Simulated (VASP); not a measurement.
Computed with PBE GGA, VASP's PBE PAW potentials (set 64) (plane waves; VASP).

VASP ran on this input.

POSCAR:
```
YGe
13.9024620
  0.5000000000   0.0000000000   0.0000000000
 -0.2500000360   0.4330127282   0.0000000000
  0.0000000000   0.0000000000   0.4034570999
Y Ge
3 3
Cart
  0.2496777502  -0.0022070659   0.0053877661
  0.1249127314   0.2236471770   0.0016561914
 -0.1272067680   0.2172853540  -0.0007480095
 -0.0002879998  -0.0018238496  -0.0052251729
  0.0023919760   0.2890082833   0.2003301676
  0.2505122384   0.1401155576   0.2020561571
```

**INCAR**
```
SYSTEM = YGe
PREC = Accurate
ENCUT = 300
EDIFF = 1E-6
NELM = 100
ALGO = Normal
LREAL = .FALSE.
LASPH = .TRUE.
ISMEAR = -1
SIGMA = 0.1
GGA = PE
LMAXMIX = 4
LWAVE = .FALSE.
LCHARG = .FALSE.
ISIF = 2
```

### KPOINTS
```
Automatic mesh
0
Gamma
2 2 3
0 0 0
```

POTCAR, in this order: Y_sv Ge_d (PBE.64 set). Program: vasp_std.

The resulting files:

**OSZICAR**
```
       N       E                     dE             d eps       ncg     rms          rms(c)
DAV:   1     0.600390310483E+03    0.60039E+03   -0.28042E+04   858   0.198E+03
DAV:   2     0.678171458528E+02   -0.53257E+03   -0.52162E+03   733   0.611E+02
DAV:   3    -0.238641919289E+02   -0.91681E+02   -0.90112E+02   958   0.171E+02
DAV:   4    -0.326973304266E+02   -0.88331E+01   -0.86923E+01  1128   0.492E+01
DAV:   5    -0.332201777490E+02   -0.52285E+00   -0.52144E+00  1088   0.936E+00    0.300E+01
DAV:   6    -0.314696124112E+02    0.17506E+01   -0.90924E+00  1046   0.668E+00    0.248E+01
DAV:   7    -0.312808681435E+02    0.18874E+00   -0.12878E+00  1072   0.817E+00    0.103E+01
DAV:   8    -0.312724843754E+02    0.83838E-02   -0.36208E-01   942   0.266E+00    0.114E+00
DAV:   9    -0.312690321371E+02    0.34522E-02   -0.63316E-02  1104   0.132E+00    0.708E-01
DAV:  10    -0.312687464963E+02    0.28564E-03   -0.10557E-02   843   0.720E-01    0.166E-01
DAV:  11    -0.312688004486E+02   -0.53952E-04   -0.18308E-03  1024   0.263E-01    0.430E-02
DAV:  12    -0.312688856684E+02   -0.85220E-04   -0.21904E-04  1056   0.687E-02    0.277E-02
DAV:  13    -0.312689193538E+02   -0.33685E-04   -0.29262E-05   792   0.243E-02    0.939E-03
DAV:  14    -0.312689491028E+02   -0.29749E-04   -0.40524E-05   603   0.139E-02    0.411E-03
DAV:  15    -0.312689509948E+02   -0.18920E-05   -0.40875E-06   672   0.715E-03    0.382E-03
DAV:  16    -0.312689511736E+02   -0.17881E-06   -0.68636E-07   523   0.331E-03
   1 F= -.31268951E+02 E0= -.31124775E+02  d E =-.288352E+00
```

File OUTCAR:
```
------------------------ aborting loop because EDIFF is reached ----------------------------------------
  FORCE on cell =-STRESS in cart. coord.  units (eV):
  Direction    XX          YY          ZZ          XY          YZ          ZX
  --------------------------------------------------------------------------------------
  Total      -10.3768408    -10.5952228    -16.3915909      0.0142208      0.0170944      0.0207844
  in kB      -70.8324981    -72.3231774   -111.8892876      0.0970715      0.1166865      0.1418750
  external PRESSURE =     -85.0149877 kB  Pullay stress =       0.0000000 kB
  volume of cell :      234.72
      direct lattice vectors                 reciprocal lattice vectors
     6.951231000  0.000000000  0.000000000     0.143859411  0.083057277  0.000000000
    -3.475616000  6.019943000  0.000000000     0.000000000  0.166114530  0.000000000
     0.000000000  0.000000000  5.609047000     0.000000000  0.000000000  0.178283405
 POSITION                                       TOTAL-FORCE (eV/Angst)
 -----------------------------------------------------------------------------------
     -0.00448      5.98926      0.07490        -0.115933      0.332949     -0.094384
      1.73659      3.10925      0.02303         0.109973     -0.248250     -0.067364
      5.18274      3.02080      5.59865         0.049243     -0.078486     -0.051047
      3.47161      5.99459      5.53640        -0.077517     -0.127133      0.136388
      0.03325      4.01793      2.78508         0.020401      0.072050      0.060127
      3.48274      1.94795      2.80908         0.013833      0.048870      0.016279
 -----------------------------------------------------------------------------------
    total drift:                               -0.001354      0.003844     -0.004645
  FREE ENERGIE OF THE ION-ELECTRON SYSTEM (eV)
  ---------------------------------------------------
  free  energy   TOTEN  =       -31.2689511736 eV

  energy  without entropy=      -30.9805996402  energy(sigma->0) =      -31.12477541
```
(Selected blocks of OUTCAR.)

At this cut-off the stress carries a Pulay error, which pulls relaxed volumes low.

The structure was generated: YGe was put into an ordered model structure, which need not be its known phase. The cell was not relaxed at this level, atoms are displaced from their ideal sites. The k-mesh is coarse (spacing up to 0.52 per Å, 2π included), so the numbers may not be converged in it. The electron count is odd and the run is not spin-polarised, which forces a metal.
